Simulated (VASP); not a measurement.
A convergence study with VASP on KZnF3 (cubic perovskite): one setting is varied, all else stays as given below, so the limit is that of these other settings. ε∞ is the independent-particle value.

```yaml
crystal:
  lattice:
    - [4.05000, 0.00000, 0.00000]
    - [0.00000, 4.05000, 0.00000]
    - [0.00000, 0.00000, 4.05000]
  atoms:
    - { symbol: K, position: [0.00000, 0.00000, 0.00000] }
    - { symbol: Zn, position: [0.50000, 0.50000, 0.50000] }
    - { symbol: F, position: [0.50000, 0.00000, 0.50000] }
    - { symbol: F, position: [0.00000, 0.50000, 0.50000] }
    - { symbol: F, position: [0.50000, 0.50000, 0.00000] }
```

The numbers are results of PBE GGA, VASP's PBE PAW potentials (set 64) (plane waves; VASP 6.6.1), not measurements. The tightest run used: 700 eV cut-off, 4×4×4 Γ-centred mesh, Gaussian smearing of 0.050 eV, potentials K_sv Zn F.

| setting | mean ε∞ | bands |
|---|---|---|
| NBANDS = 22 | 1.39 | 22 |
| NBANDS = 23 | 1.53 | 23 |
| NBANDS = 25 | 1.72 | 25 |
| NBANDS = 29 | 1.97 | 29 |

**Question.** These are the cheaper rows. Estimate the results at NBANDS = 149, and how far the last row shown lies from them.

**Answer.** 
```json
[
 {"quantity": "mean ε∞", "tightest run": "2.44", "last row shown is off by": "-0.46"}
]
```

Left out are rungs that failed or repeat a setting and relaxations that didn't move; long series are thinned to 24 rows.

The compound is KZnF3 in the cubic perovskite structure. The cell was not relaxed at this level.
